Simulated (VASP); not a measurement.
Write the native input for VASP 6.6.1 that does the following.

| Quantity | Value |
| --- | --- |
| Task | relaxation of cell and atoms |
| Functional | PBE |
| Potentials or basis | VASP PAW PBE potentials, release 64 (Be, Te, Se) |
| Cutoff | 520 eV |
| k mesh | 10 × 10 × 10 |
| Occupations | gaussian, width 0.03 eV |
| Spin | no spin polarisation |
| Further INCAR settings | ALGO = Normal; EDIFF = 1e-06; IBRION = 2; EDIFFG = -0.01; NSW = 90; ISIF = 3 |

The structure of Be3Te2Se lies in POSCAR:

```
Be3Te2Se
1.0
   -1.9550000000      1.9550000000      8.2390000000
    1.9550000000     -1.9550000000      8.2390000000
    1.9550000000      1.9550000000     -8.2390000000
Be Te Se
3 2 1
Direct
    0.7500000000      0.2500000000      0.5000000000
    0.0744629200      0.5744629200      0.5000000000
    0.4255370800      0.9255370800      0.5000000000
    0.6625197200      0.6625197200      0.0000000000
    0.3374802800      0.3374802800      0.0000000000
    0.0000000000      0.0000000000      0.0000000000
```

The cell was built by a generator and needn't be a form met in nature.

The input as run:

INCAR

```
SYSTEM = Be3Te2Se
  ALGO = Normal
  EDIFF = 1E-6
  EDIFFG = -0.01
  ENCUT = 520
  GGA = PE
  IBRION = 2
  ISIF = 3
  ISMEAR = 0
  KPAR = 8
  LASPH = .TRUE.
  LCHARG = .FALSE.
  LREAL = .FALSE.
  LWAVE = .FALSE.
  NELM = 120
  NSW = 90
  PREC = Accurate
  SIGMA = 0.03
```

KPOINTS

```
k-points
0
G
  10 10 10
  0 0 0
```

Potentials or basis: VASP PAW PBE potentials, release 64 (Be, Te, Se).

Command:

```console
$ cat potpaw_PBE.64/Be/POTCAR potpaw_PBE.64/Te/POTCAR potpaw_PBE.64/Se/POTCAR > POTCAR
$ mpirun -np 8 vasp_std > vasp.out
```

It gave:

```json
{
  "Relaxed volume": "20.91 Å³/atom",
  "Relaxed cell": "a = 8.691 Å, b = 8.691 Å, c = 8.691 Å, α = 154.05°, β = 154.05°, γ = 37.02°",
  "Space group after relaxing (to 0.05 Å)": "I-4m2 (No. 119)",
  "Energy gained by relaxing": "0.1 meV/atom",
  "Ionic steps": "4",
  "Pressure after relaxing": "0.0 GPa",
  "Largest force after relaxing": "0.004 eV/Å",
  "Band gap on the k mesh": "2.03 eV, indirect (least direct gap 2.11 eV)"
}
```

Caveat: spin-orbit coupling is left out, which moves the levels of the heavy elements.

It took 4.5 min on 8 MPI ranks on Intel(R) Xeon(R) Platinum 8559C (Emerald Rapids), on a shared host, peak memory 0.91 GiB a rank.
